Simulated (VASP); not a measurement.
```
Te
1.0
    2.27460    -3.93972     0.00000
    2.27460     3.93972     0.00000
    0.00000     0.00000     6.04860
Te
3
Direct
  0.00000   0.26300   0.66667
  0.73700   0.73700   0.00000
  0.26300   0.00000   0.33333
```

All values below come from PBE GGA, VASP's PBE PAW potentials (set 64) (plane waves; VASP 6.6.1). Run with 400 eV cut-off, 2×2×2 Monkhorst-Pack mesh, Gaussian smearing of 0.050 eV, potentials Te.

Estimate the energy per atom (σ→0).

The energy per atom (σ→0) is -3.135 eV/atom.

Total energies compare only between runs with the same potentials, cut-off and functional.

The compound is Te in the trig structure. The cell was not relaxed at this level. The k-mesh is coarse (spacing up to 0.80 per Å, 2π included), so the numbers may not be converged in it. The run is one of a series of settings (KPOINTS 2×2×2 Monkhorst-Pack mesh against the base run), some of them coarse on purpose.
